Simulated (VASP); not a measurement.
The cell holds one RbBr (rock salt) (100) slab, with vacuum along c, ions free to move until forces fall under 0.03 eV/Å, no reconstruction beyond this cell, dipole correction on. Ionisation potential and electron affinity count from the cell's own band edges, surface states included.

Here is the system:

```
CELL_PARAMETERS angstrom
      4.84289     0.00000     0.00000
      0.00000     4.84289     0.00000
      0.00000     0.00000    28.60822
ATOMIC_POSITIONS crystal
  Br 0.00000 0.50000 0.32013
  Br 0.00000 0.50000 0.56034
  Br 0.50000 0.00000 0.43966
  Br 0.50000 0.00000 0.67987
  Rb 0.50000 0.00000 0.32136
  Rb 0.00000 0.50000 0.43990
  Rb 0.50000 0.00000 0.56010
  Rb 0.00000 0.50000 0.67864
```

Method: PBEsol GGA, VASP's PBE PAW potentials (set 64) (plane waves; VASP). Run with 400 eV cut-off, 4×4×1 Γ-centred mesh, Gaussian smearing of 0.050 eV, potentials Br Rb_sv.

Slab and bulk use different k-meshes, so the surface energy is good to a few per cent at best.

**Question.** Predict its surface energy, ionisation potential, electron affinity, band gap (on the k-mesh).

**Answer.** 
```json
{
 "surface_energy": "0.10 J/m²",
 "ionisation_potential": "5.86 eV",
 "electron_affinity": "1.62 eV",
 "band gap (on the k-mesh)": "4.24 eV"
}
```

The cell is a thin slab with vacuum, built from RbBr (rock salt): (100) face.
